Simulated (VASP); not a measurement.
Input:

```
BeSe
1.0
    0.00000     2.58330     2.58330
    2.58330     0.00000     2.58330
    2.58330     2.58330     0.00000
Be Se
1 1
Direct
  0.00000   0.00000   0.00000
  0.25000   0.25000   0.25000
```

Computed with vdW-DF-cx, VASP's PBE PAW potentials (set 64) (plane waves; VASP). Settings: 520 eV cut-off, 9×9×9 Γ-centred mesh, Gaussian smearing of 0.050 eV, potentials Be Se.

**Question.** Predict the energy per atom (σ→0).

**Answer.** 
```yaml
energy per atom (σ→0): -3.467 eV/atom
```

Only differences to runs with the same potentials and settings are physical.

The compound is BeSe in the zinc blende structure. It was relaxed first.
